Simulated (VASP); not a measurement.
All values below come from revPBE GGA, VASP's PBE PAW potentials (set 64) (plane waves; VASP).

VASP input:

### INCAR
```
LCHARG = F
EDIFFG = -0.01   # ionic stop
LMAXMIX = 4
GGA = RE
ISMEAR = 1
ISIF = 4
NELM = 100
EDIFF = 1E-7
PREC = Accurate
LREAL = F
ALGO = Normal   # blocked Davidson
NSW = 30
SIGMA = 0.1
LWAVE = F
ENCUT = 520
LASPH = T
SYSTEM = Sn
IBRION = 2
```

**POSCAR**
```
Sn
1
   -3.0314672032     3.0314672032     1.6261026939
    3.0314672032    -3.0314672032     1.6261026939
    3.0314672032     3.0314672032    -1.6261026939
Sn
2
Direct
  0.2500000000   0.7500000000   0.5000000000
  1.0000000000   0.0000000000   1.0000000000
```

KPOINTS:
```
Automatic mesh
0
Gamma
13 13 13
0 0 0
```

POTCAR, in this order: Sn_d (PBE.64 set). Program: vasp_std.

Output

File OSZICAR:
```
       N       E                     dE             d eps       ncg     rms          rms(c)
DAV:   1     0.200974766292E+03    0.20097E+03   -0.15120E+04  7064   0.234E+03
DAV:   2     0.111221744559E+02   -0.18985E+03   -0.18785E+03  7060   0.444E+02
DAV:   3    -0.642758692846E+01   -0.17550E+02   -0.17342E+02  8124   0.139E+02
DAV:   4    -0.697014872111E+01   -0.54256E+00   -0.54086E+00  8008   0.265E+01
DAV:   5    -0.699072953421E+01   -0.20581E-01   -0.20577E-01  9492   0.478E+00    0.204E+00
DAV:   6    -0.698530082508E+01    0.54287E-02   -0.29537E-02  9076   0.252E+00    0.116E+00
DAV:   7    -0.698657479350E+01   -0.12740E-02   -0.20084E-02  9058   0.203E+00    0.152E-01
DAV:   8    -0.698676432105E+01   -0.18953E-03   -0.17654E-03  7980   0.602E-01    0.389E-02
DAV:   9    -0.698677732948E+01   -0.13008E-04   -0.59848E-05  9438   0.785E-02    0.145E-02
DAV:  10    -0.698677684036E+01    0.48913E-06   -0.11145E-05  8638   0.487E-02    0.164E-03
DAV:  11    -0.698677724316E+01   -0.40281E-06   -0.35997E-07  6698   0.875E-03    0.949E-04
DAV:  12    -0.698677698766E+01    0.25550E-06   -0.86569E-08  4040   0.375E-03    0.354E-04
DAV:  13    -0.698677704475E+01   -0.57094E-07   -0.15750E-08  3726   0.184E-03
   1 F= -.69867770E+01 E0= -.69868955E+01  d E =-.698678E+01
       N       E                     dE             d eps       ncg     rms          rms(c)
DAV:   1    -0.699053600942E+01   -0.37590E-02   -0.91896E-02  7754   0.268E+00    0.284E-01
DAV:   2    -0.698841610059E+01    0.21199E-02   -0.46101E-03  8402   0.114E+00    0.177E-01
DAV:   3    -0.698721321306E+01    0.12029E-02   -0.25172E-03  9096   0.816E-01    0.205E-02
DAV:   4    -0.698725024314E+01   -0.37030E-04   -0.49901E-04  7448   0.290E-01    0.128E-02
DAV:   5    -0.698725001862E+01    0.22452E-06   -0.14531E-05 10092   0.645E-02    0.245E-03
DAV:   6    -0.698725012539E+01   -0.10677E-06   -0.88789E-07  7620   0.974E-03    0.143E-03
DAV:   7    -0.698725012831E+01   -0.29172E-08   -0.55251E-08  3760   0.508E-03
   2 F= -.69872501E+01 E0= -.69873075E+01  d E =-.473084E-03
       N       E                     dE             d eps       ncg     rms          rms(c)
DAV:   1    -0.700108409661E+01   -0.13834E-01   -0.37676E-01  7738   0.543E+00    0.575E-01
DAV:   2    -0.699238152131E+01    0.87026E-02   -0.18858E-02  8256   0.215E+00    0.359E-01
DAV:   3    -0.698747780195E+01    0.49037E-02   -0.10085E-02  9202   0.162E+00    0.412E-02
DAV:   4    -0.698763010078E+01   -0.15230E-03   -0.19954E-03  7456   0.564E-01    0.256E-02
DAV:   5    -0.698762888243E+01    0.12183E-05   -0.55532E-05 10050   0.121E-01    0.517E-03
DAV:   6    -0.698762924061E+01   -0.35818E-06   -0.32776E-06  8306   0.171E-02    0.289E-03
DAV:   7    -0.698762928173E+01   -0.41119E-07   -0.32669E-07  5806   0.118E-02
   3 F= -.69876293E+01 E0= -.69875151E+01  d E =-.852237E-03
```

### OUTCAR
```
------------------------ aborting loop because EDIFF is reached ----------------------------------------
  FORCE on cell =-STRESS in cart. coord.  units (eV):
  Direction    XX          YY          ZZ          XY          YZ          ZX
  --------------------------------------------------------------------------------------
  Total       -0.4899205     -0.4899205     -0.4810659      0.0000000      0.0000000      0.0000000
  in kB      -13.1317472    -13.1317472    -12.8944079      0.0000000      0.0000000      0.0000000
  external PRESSURE =     -13.0526341 kB  Pullay stress =       0.0000000 kB
  volume of cell :       59.77
      direct lattice vectors                 reciprocal lattice vectors
    -3.017490697  3.017490697  1.641201245     0.000000000  0.165700594  0.304654899
     3.017490697 -3.017490697  1.641201245     0.165700594  0.000000000  0.304654899
     3.017490697  3.017490697 -1.641201245     0.165700594  0.165700594  0.000000000
 POSITION                                       TOTAL-FORCE (eV/Angst)
 -----------------------------------------------------------------------------------
      3.01749      0.00000      0.82060         0.000000     -0.000000      0.000000
      0.00000      0.00000     -0.00000        -0.000000      0.000000     -0.000000
 -----------------------------------------------------------------------------------
    total drift:                               -0.000000     -0.000000      0.000000
  FREE ENERGIE OF THE ION-ELECTRON SYSTEM (eV)
  ---------------------------------------------------
  free  energy   TOTEN  =        -6.9876292817 eV

  energy  without entropy=       -6.9872868725  energy(sigma->0) =       -6.98751515

 reached required accuracy - stopping structural energy minimisation
```
(Selected blocks of OUTCAR.)

**CONTCAR**
```
Sn
   1.00000000000000
    -3.0174906967222723    3.0174906967222723    1.6412012452977771
     3.0174906967222723   -3.0174906967222723    1.6412012452977771
     3.0174906967222723    3.0174906967222723   -1.6412012452977771
  Sn
     2
Direct
     0.2500000000000000    0.7500000000000000    0.5000000000000000
     0.0000000000000000    0.0000000000000000    0.0000000000000000
```

**OUTCAR**
```
 val. band max:        6.8810334587   @ k =   0.1538   0.1538  -0.0000

 cond. band min:       6.8817651007   @ k =  -0.2308  -0.2308   0.0769


 Fermi energy:         6.8814925276

 k-point     1 :       0.0000    0.0000    0.0000
  band No.  band energies     occupation
      1     -14.6679      2.00000
      2     -14.6109      2.00000
      3     -14.5706      2.00000
      4     -14.5668      2.00000
      5     -14.4585      2.00000
      6     -14.4585      2.00000
      7     -14.4502      2.00000
      8     -14.4502      2.00000
      9     -14.3837      2.00000
     10     -14.2975      2.00000
     11      -3.5173      2.00000
     12       3.0334      2.00000
     13       5.1847      2.00000
     14       5.1847      2.00000
     15      10.0145      0.00000
     16      12.6761      0.00000
     17      12.6761      0.00000
     18      13.1771      0.00000

 k-point     2 :       0.0769    0.0000    0.0000
  band No.  band energies     occupation
      1     -14.6652      2.00000
      2     -14.6019      2.00000
      3     -14.5675      2.00000
      4     -14.5565      2.00000
      5     -14.4644      2.00000
      6     -14.4635      2.00000
      7     -14.4512      2.00000
      8     -14.4505      2.00000
      9     -14.3852      2.00000
     10     -14.3005      2.00000
     11      -3.4094      2.00000
     12       2.9301      2.00000
     13       5.1946      2.00000
     14       5.4911      2.00000
     15      10.1991      0.00000
     16      12.0120      0.00000
     17      12.3507      0.00000
     18      12.5998      0.00000

 k-point     3 :       0.1538    0.0000   -0.0000
  band No.  band energies     occupation
      1     -14.6569      2.00000
      2     -14.5780      2.00000
      3     -14.5591      2.00000
      4     -14.5318      2.00000
      5     -14.4778      2.00000
      6     -14.4692      2.00000
      7     -14.4569      2.00000
      8     -14.4553      2.00000
      9     -14.3897      2.00000
...
```

Unless said otherwise, spin-orbit coupling is left out, though it shifts the bands of the heavy elements here.

The compound is Sn in the beta structure. This cell is one point of a volume scan, at 1.03 of the reference volume. Symmetry was kept, so distortions that lower it aren't found.
